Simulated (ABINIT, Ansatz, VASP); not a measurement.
# One structure in several programs: TlF (P4/nmm, 4 atoms in the cell)

Self-consistent single point.

```
TlF
1.0
    3.68893     0.00000     0.00000
    0.00000     3.68893     0.00000
    0.00000     0.00000     6.22358
Tl F
2 2
Direct
  0.00000   0.50000   0.74417
  0.50000   0.00000   0.25583
  0.50000   0.00000   0.86423
  0.00000   0.50000   0.13577
```

All programs got the same cell, k-point mesh and kind of occupations (some realise fixed ones as a very narrow smearing) (in Ansatz's words: kpoints.mp_grid.grid = 5 5 3; scf.occupations.method = fixed); potentials, basis and cutoffs are each program's usual ones.

```csv
code,model,pressure (GPa),largest force (eV/Å),gap on the mesh (eV),cutoff
Ansatz,"LDA (PW92), PAW files made with PBE",-3.54,0.338,3.003,default
ABINIT,"LDA (PW92), norm-conserving pseudopotentials (PseudoDojo nc-sr-04 LDA standard)",-3.32,0.336,2.998,42 Ha
VASP,"LDA (PZ), VASP's LDA PAW potentials (set 64)",-7.67,0.311,2.967,400 eV
```

Gaps are read on the mesh. Another mesh or the band path gives a smaller gap, so these values are not converged in the mesh.

The spread over the programs that give each value: pressure within 4.35 GPa; largest force within 0.027 eV/Å; gap on the mesh within 0.036 eV.

The starting cell comes from a database of computed structures (which also holds hypothetical and non-ambient phases and stackings), without a prior relaxation at this level. On Ansatz's run: Spin-orbit coupling is off. In the base run, with a pressure of about -3 GPa the cell is away from its equilibrium volume at this level. Another mesh or the band path of this cell gives a smaller gap, so this value is not converged in the mesh.

**Question.** Why do the programs differ, and what cannot be compared?

**Answer.** Differences of this kind can come from the potentials, where these differ, and from what each basis and cutoff leave unconverged. The zero of total energies and Fermi levels follows the potentials and each program's conventions, so they are not compared here. Ansatz's pressure is given at a fixed set of plane waves, as the other plane-wave codes print theirs; with its correction for the finite basis it is -3.28 GPa (the shift of 0.26 GPa shows how far the cutoff is from converged). The same LDA comes in different parametrisations, which differ slightly. In the pressure, VASP (by 4.14) lies more than 1 GPa from the median of the plane-wave programs.

VASP's run is marked for a possible Pulay error in its stress at this cutoff; no cutoff test was made.

VASP ran the fixed occupations as a Gaussian smearing of 0.01 eV.

Left out of this page: Quantum ESPRESSO, GPAW, CP2K, Elk, FLEUR and SIESTA (not drawn, or without a comparable value).

Ansatz is a first-principles code.

Keys are those of Ansatz 0.2.
